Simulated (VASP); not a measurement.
Input:

```
CELL_PARAMETERS angstrom
      2.94844    -4.95721    -0.00453
      1.40942     2.44120     0.00000
     -0.00345     0.00199     4.65759
ATOMIC_POSITIONS crystal
  Zn 0.34065 0.34065 0.50806
  Be 0.15721 0.65721 0.01002
  Be 0.83529 0.33528 0.49120
  Be 0.67723 0.67723 0.00079
  O  0.33620 0.33620 0.92605
  O  0.12305 0.62305 0.35200
  O  0.83187 0.33187 0.86358
  O  0.69850 0.69850 0.36030
```

Computed with PBE GGA, VASP's PBE PAW potentials (set 64) (plane waves; VASP). Run with 500 eV cut-off, Gaussian smearing of 0.050 eV, potentials Zn Be O.

Task: Give the energies of bands 11 to 24 at the high-symmetry points, in eV from the valence-band maximum.

Result: 
| band | Γ | Z | D | B | A | E | C2 | Y2 |
|---|---|---|---|---|---|---|---|---|
| 11 | -4.53 | -4.70 | -4.55 | -4.54 | -4.11 | -4.88 | -4.59 | -4.23 |
| 12 | -4.44 | -4.47 | -4.34 | -4.08 | -3.61 | -4.13 | -4.21 | -4.05 |
| 13 | -3.55 | -4.24 | -4.26 | -3.46 | -3.41 | -3.91 | -3.90 | -3.30 |
| 14 | -3.18 | -3.84 | -3.49 | -3.10 | -2.90 | -3.01 | -3.37 | -2.73 |
| 15 | -2.67 | -3.79 | -3.39 | -2.67 | -2.54 | -2.78 | -3.35 | -2.51 |
| 16 | -1.94 | -3.11 | -3.06 | -2.28 | -2.23 | -2.63 | -2.98 | -2.40 |
| 17 | -1.75 | -2.76 | -3.00 | -2.17 | -2.18 | -2.58 | -2.93 | -1.70 |
| 18 | -1.44 | -2.32 | -2.35 | -1.45 | -1.98 | -2.52 | -2.59 | -1.53 |
| 19 | -0.88 | -2.08 | -2.24 | -1.41 | -1.97 | -1.69 | -2.23 | -1.48 |
| 20 | -0.53 | -1.99 | -1.47 | -1.20 | -1.14 | -1.31 | -2.12 | -0.75 |
| 21 | 0.00 | -1.88 | -0.87 | -0.17 | -0.43 | -1.12 | -0.70 | -0.16 |
| 22 | 3.60 | 7.05 | 6.88 | 5.13 | 5.58 | 6.06 | 6.90 | 5.15 |
| 23 | 7.79 | 8.06 | 7.75 | 6.72 | 7.13 | 6.52 | 7.95 | 6.63 |
| 24 | 8.29 | 9.12 | 8.00 | 9.42 | 7.91 | 7.42 | 8.71 | 7.52 |

The gap is direct, 3.60 eV, from the valence maximum at Γ to the conduction minimum at Γ.

The structure was generated: Be3ZnO4 was put into an ordered model structure (Pm), which need not be its known phase. It was relaxed first.
